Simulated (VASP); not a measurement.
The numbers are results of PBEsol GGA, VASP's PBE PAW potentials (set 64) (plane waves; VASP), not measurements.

VASP ran on this input.

### INCAR
```
LMAXMIX  =  6   # l cut-off of mixed one-centre charges
EDIFFG  =  -0.02   # ionic stop
IBRION  =  2   # conjugate gradients
EDIFF  =  1E-6   # SCF stop (eV)
SYSTEM  =  HgTe
LASPH  =  .TRUE.
SIGMA  =  0.05
ISIF  =  3   # ions, shape and volume
LCHARG  =  .FALSE.
ISMEAR  =  0
GGA  =  PS   # PBEsol
LWAVE  =  .FALSE.
ALGO  =  Normal
ENCUT  =  400
LREAL  =  .FALSE.
PREC  =  Accurate
NSW  =  60   # most ionic steps
NELM  =  100
```

POSCAR:
```
HgTe
1
    4.5419565709    -0.0000000000    -0.0000000000
   -2.2709782855     3.9334499244    -0.0000000000
   -0.0000000000     0.0000000000    10.1239724718
Hg Te
3 3
Direct
  0.6491107675   0.6491107675   0.0000000000
  0.3508892325   0.0000000000   0.6666670000
  0.0000000000   0.3508892325   0.3333330000
  0.5407640832   0.5407640832   0.5000000000
  0.4592359168   0.0000000000   0.1666670000
  1.0000000000   0.4592359168   0.8333330000
```

File KPOINTS:
```
Regular mesh
0
Gamma
  5 5 2
0 0 0
```

POTCAR, in this order: Hg Te (PBE.64 set). Program: vasp_std.

Output of the run:

**OUTCAR**
```
 ion  position               nearest neighbor table
   1  0.649  0.649  0.000-   6 2.74   5 2.74   6 3.12   5 3.12   5 3.61   6 3.61
   2  0.351  0.000  0.667-   6 2.74   4 2.74   6 3.12   4 3.12   6 3.61   4 3.61
   3  0.000  0.351  0.333-   5 2.74   4 2.74   5 3.12   4 3.12   5 3.61   4 3.61
   4  0.541  0.541  0.500-   3 2.74   2 2.74   3 3.12   2 3.12   2 3.61   3 3.61
   5  0.459  0.000  0.167-   3 2.74   1 2.74   3 3.12   1 3.12   3 3.61   1 3.61
   6  0.000  0.459  0.833-   2 2.74   1 2.74   2 3.12   1 3.12   2 3.61   1 3.61
  LATTYP: Found a hexagonal cell.
 ALAT       =     4.5419565709
 C/A-ratio  =     2.2289892723
 Subroutine PRICEL returns:
 Original cell was already a primitive cell.
 Subroutine GETGRP returns: Found  6 space group operations
The static configuration has the point symmetry C_2 .
 The point group associated with its full space group is D_3 .
The dynamic configuration has the point symmetry C_2 .
 Subroutine INISYM returns: Found  6 space group operations
 Subroutine IBZKPT returns following result:
 Found     10 irreducible k-points:

 Following reciprocal coordinates:
            Coordinates               Weight
  0.000000  0.000000  0.000000      1.000000
  0.200000  0.000000  0.000000      6.000000
  0.400000  0.000000  0.000000      6.000000
  0.200000  0.200000  0.000000      6.000000
  0.400000  0.200000  0.000000      6.000000
  0.000000  0.000000  0.500000      1.000000
  0.200000  0.000000  0.500000      6.000000
  0.400000  0.000000  0.500000      6.000000
  0.200000  0.200000  0.500000      6.000000
  0.400000  0.200000  0.500000      6.000000
   k-points           NKPTS =     10   k-points in BZ     NKDIM =     10   number of bands    NBANDS=     32
   number of dos      NEDOS =    301   number of ions     NIONS =      6
   total plane-waves  NPLWV =  63000
   dimension x,y,z NGX =    30 NGY =   30 NGZ =   70
   dimension x,y,z NGXF=    60 NGYF=   60 NGZF=  140
   ions per type =               3   3
   PREC   = accura    normal or accurate (medium, high low for compatibility)
   ISTART =      0    job   : 0-new  1-cont  2-samecut
   ICHARG =      2    charge: 1-file 2-atom 10-const
   ISPIN  =      1    spin polarized calculation?
   LNONCOLLINEAR =      F non collinear calculations
   LSORBIT =      F    spin-orbit coupling
   INIWAV =      1    electr: 0-lowe 1-rand  2-diag
   ENCUT  =  400.0 eV  29.40 Ry    5.42 a.u.   7.41  7.41 16.51*2*pi/ulx,y,z
   NELM   =    100;   NELMIN=  2; NELMDL= -5     # of ELM steps
   EDIFF  = 0.1E-05   stopping-criterion for ELM
   LREAL  =      F    real-space projection
   NLSPLINE    = F    spline interpolate recip. space projectors
   LMAXMIX     =    6 max onsite mixed and CHGCAR
   VOSKOWN=      0    Vosko Wilk Nusair interpolation
   EDIFFG = -.2E-01   stopping-criterion for IOM
   NSW    =     60    number of steps for IOM
   NBLOCK =      1;   KBLOCK =     60    inner block; outer block
   IBRION =      2    ionic relax: 0-MD 1-quasi-New 2-CG
   NFREE  =      1    steps in history (QN), initial steepest desc. (CG)
   ISIF   =      3    stress and relaxation
   ISYM   =      2    0-nonsym 1-usesym 2-fastsym
   TEIN   =    0.0    initial temperature
   TEBEG  =    0.0;   TEEND  =   0.0 temperature during run
   SMASS  =  -3.00    Nose mass-parameter (am)
   PSTRESS=    0.0 pullay stress
   NELECT =      54.0000    total number of electrons
   EFERMI =   0.00;   METHOD = LEGACY
   ISMEAR =     0;   SIGMA  =   0.05  broadening in eV -4-tet -1-fermi 0-gaus
   IALGO  =     38    algorithm
   LDIAG  =      T    sub-space diagonalisation (order eigenvalues)
   IMIX   =      4    mixing-type and parameters
     AMIX     =   0.40;   BMIX     =  1.00
     AMIX_MAG =   1.60;   BMIX_MAG =  1.00
     AMIN     =   0.10
   GGA     = PS    functional components
   VOSKOWN =     0    Vosko Wilk Nusair interpolation
   LHFCALC =     F    Hartree Fock is set to
...
```

OSZICAR:
```
       N       E                     dE             d eps       ncg     rms          rms(c)
DAV:   1     0.313888562977E+03    0.31389E+03   -0.20937E+04   640   0.121E+03
DAV:   2     0.262621557340E+01   -0.31126E+03   -0.30514E+03   720   0.301E+02
DAV:   3    -0.133976707922E+02   -0.16024E+02   -0.15952E+02   768   0.694E+01
DAV:   4    -0.135981635816E+02   -0.20049E+00   -0.20038E+00   760   0.723E+00
DAV:   5    -0.136000254817E+02   -0.18619E-02   -0.18617E-02   792   0.752E-01    0.132E+01
DAV:   6    -0.128784819948E+02    0.72154E+00   -0.21662E+00   688   0.134E+01    0.104E+01
DAV:   7    -0.128628741781E+02    0.15608E-01   -0.63842E-01   696   0.376E+00    0.317E+00
DAV:   8    -0.128527283550E+02    0.10146E-01   -0.74800E-02   640   0.229E+00    0.117E+00
DAV:   9    -0.128524856226E+02    0.24273E-03   -0.69975E-03   776   0.663E-01    0.262E-01
DAV:  10    -0.128523169643E+02    0.16866E-03   -0.88401E-04   688   0.259E-01    0.392E-02
DAV:  11    -0.128523313318E+02   -0.14367E-04   -0.21191E-04   728   0.964E-02    0.675E-02
DAV:  12    -0.128523247421E+02    0.65897E-05   -0.34764E-05   712   0.486E-02    0.282E-02
DAV:  13    -0.128523260901E+02   -0.13480E-05   -0.10026E-05   656   0.129E-02    0.514E-02
DAV:  14    -0.128523256241E+02    0.46600E-06   -0.18977E-06   480   0.673E-03
   1 F= -.12852326E+02 E0= -.12852326E+02  d E =-.128523E+02
       N       E                     dE             d eps       ncg     rms          rms(c)
DAV:   1    -0.128647284097E+02   -0.12402E-01   -0.28235E-01   696   0.428E+00    0.815E-01
DAV:   2    -0.128541298025E+02    0.10599E-01   -0.31062E-02   664   0.172E+00    0.261E-01
DAV:   3    -0.128531630533E+02    0.96675E-03   -0.31687E-03   696   0.355E-01    0.258E-01
DAV:   4    -0.128529659850E+02    0.19707E-03   -0.36984E-04   712   0.119E-01    0.755E-02
DAV:   5    -0.128528965262E+02    0.69459E-04   -0.28189E-04   736   0.130E-01    0.504E-02
DAV:   6    -0.128528992095E+02   -0.26833E-05   -0.20323E-05   664   0.383E-02    0.389E-02
DAV:   7    -0.128528974258E+02    0.17837E-05   -0.43819E-06   576   0.167E-02    0.125E-02
DAV:   8    -0.128528974528E+02   -0.26949E-07   -0.27817E-06   424   0.101E-02
   2 F= -.12852897E+02 E0= -.12852897E+02  d E =-.571829E-03
       N       E                     dE             d eps       ncg     rms          rms(c)
DAV:   1    -0.128530228126E+02   -0.12539E-03   -0.28052E-03   704   0.426E-01    0.819E-02
DAV:   2    -0.128529186294E+02    0.10418E-03   -0.30831E-04   664   0.171E-01    0.272E-02
DAV:   3    -0.128529085414E+02    0.10088E-04   -0.30744E-05   696   0.350E-02    0.266E-02
DAV:   4    -0.128529053794E+02    0.31620E-05   -0.37030E-06   520   0.117E-02    0.755E-03
DAV:   5    -0.128529039860E+02    0.13933E-05   -0.27810E-06   416   0.134E-02    0.440E-03
DAV:   6    -0.128529039057E+02    0.80356E-07   -0.31970E-07   344   0.480E-03
   3 F= -.12852904E+02 E0= -.12852904E+02  d E =-.578282E-03
       N       E                     dE             d eps       ncg     rms          rms(c)
DAV:   1    -0.128536894473E+02   -0.78546E-03   -0.43995E-02   664   0.121E+00    0.136E-01
DAV:   2    -0.128533475117E+02    0.34194E-03   -0.47283E-04   712   0.186E-01    0.704E-02
DAV:   3    -0.128531978482E+02    0.14966E-03   -0.15175E-04   736   0.905E-02    0.308E-02
DAV:   4    -0.128531799372E+02    0.17911E-04   -0.41656E-05   712   0.444E-02    0.129E-02
DAV:   5    -0.128531797318E+02    0.20546E-06   -0.24289E-06   520   0.120E-02
   4 F= -.12853180E+02 E0= -.12853180E+02  d E =-.275826E-03
       N       E                     dE             d eps       ncg     rms          rms(c)
DAV:   1    -0.128581038151E+02   -0.49239E-02   -0.39488E-01   664   0.363E+00    0.404E-01
DAV:   2    -0.128550220006E+02    0.30818E-02   -0.42809E-03   712   0.555E-01    0.211E-01
DAV:   3    -0.128536784031E+02    0.13436E-02   -0.13746E-03   736   0.272E-01    0.930E-02
DAV:   4    -0.128535167019E+02    0.16170E-03   -0.37277E-04   720   0.133E-01    0.387E-02
DAV:   5    -0.128535143291E+02    0.23728E-05   -0.22884E-05   720   0.365E-02    0.218E-02
DAV:   6    -0.128535147743E+02   -0.44519E-06   -0.33138E-06   632   0.121E-02
   5 F= -.12853515E+02 E0= -.12853515E+02  d E =-.610869E-03
```

OUTCAR:
```
------------------------ aborting loop because EDIFF is reached ----------------------------------------
  FORCE on cell =-STRESS in cart. coord.  units (eV):
  Direction    XX          YY          ZZ          XY          YZ          ZX
  --------------------------------------------------------------------------------------
  Total        0.0130797      0.0130797     -0.0212864     -0.0000000     -0.0000000      0.0000000
  in kB        0.1164542      0.1164542     -0.1895214     -0.0000000     -0.0000000      0.0000000
  external PRESSURE =       0.0144623 kB  Pullay stress =       0.0000000 kB
  volume of cell :      179.95
      direct lattice vectors                 reciprocal lattice vectors
     4.519344528  0.000000000 -0.000000000     0.221271026  0.127750882  0.000000000
    -2.259672264  3.913867318 -0.000000000    -0.000000000  0.255501763  0.000000000
    -0.000000000 -0.000000000 10.173560242     0.000000000  0.000000000  0.098294007
 POSITION                                       TOTAL-FORCE (eV/Angst)
 -----------------------------------------------------------------------------------
      1.46617      2.53949     -0.00000        -0.001565     -0.002710      0.000000
      1.58700      0.00000      6.78238         0.003130      0.000000      0.000000
     -0.79350      1.37438      3.39118        -0.001565      0.002710     -0.000000
      1.22350      2.11916      5.08678         0.005461      0.009459      0.000000
      2.07235      0.00000      1.69560        -0.010923     -0.000000      0.000000
      3.48317      1.79471      8.47796         0.005461     -0.009459     -0.000000
 -----------------------------------------------------------------------------------
    total drift:                               -0.001224      0.001875     -0.000025
  FREE ENERGIE OF THE ION-ELECTRON SYSTEM (eV)
  ---------------------------------------------------
  free  energy   TOTEN  =       -12.8535147743 eV

  energy  without entropy=      -12.8535147730  energy(sigma->0) =      -12.85351477

 reached required accuracy - stopping structural energy minimisation
```
(Selected blocks of OUTCAR.)

CONTCAR:
```
HgTe
   1.00000000000000
     4.5193445275917989    0.0000000000002870   -0.0000000000000000
    -2.2596722638454021    3.9138673182088857   -0.0000000000000000
    -0.0000000000000000   -0.0000000000000000   10.1735602422817273
  Hg              Te
     3     3
Direct
     0.6488436951473350    0.6488436951473268    0.0000000000000000
     0.3511563048526568    0.0000000000000000    0.6666669999999968
     0.0000000000000083    0.3511563048526732    0.3333330000000032
     0.5414481077408179    0.5414481077408285    0.5000000000000000
     0.4585518922591926    0.0000000000000000    0.1666669999999968
     0.9999999999999893    0.4585518922591714    0.8333330000000032
```

The structure comes from a computed database's HgTe entry (P3_221); how it stands against other phases isn't given here. This run relaxes it. Symmetry was kept, so distortions that lower it aren't found. The start is the result of an earlier pass.
